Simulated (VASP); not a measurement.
**Hf$_{4}$C$_{2}$N$_{2}$ (ordered alloy cell): computed properties**

Calculation: PBEsol GGA, VASP's PBE PAW potentials (set 64) (plane waves; VASP 6.6.1).

```
Item                                                                            Result
------------------------  ------------------------------------------------------------
space group                                                                 R-3m (166)
cell                      a = b = 3.2202 Å, c = 15.7476 Å, α = β = 90.00°, γ = 120.00°
volume per atom                                                          11.78 Å³/atom
band gap (on the k-mesh)                      none (metal, semimetal or under 0.01 eV)
density                                                                    13.49 g/cm³
```

```
CELL_PARAMETERS angstrom
      0.00537     4.54864     4.54863
      4.55398     0.00003     4.55397
      2.27700     2.27700     0.00000
ATOMIC_POSITIONS crystal
  Hf 0.99725 0.00092 0.00184
  Hf 0.99725 0.50092 0.00184
  Hf 0.50275 0.99908 0.99816
  Hf 0.50275 0.49908 0.99816
  N  0.25000 0.25000 0.50000
  N  0.25000 0.75000 0.50000
  C  0.75000 0.25000 0.50000
  C  0.75000 0.75000 0.50000
```

Unless said otherwise, spin-orbit coupling is left out, though it shifts the bands of the heavy elements here.

The structure was generated: Hf4C2N2 was put into an ordered model structure (R-3m), which need not be its known phase. It was relaxed first. Symmetry was kept, so distortions that lower it aren't found.
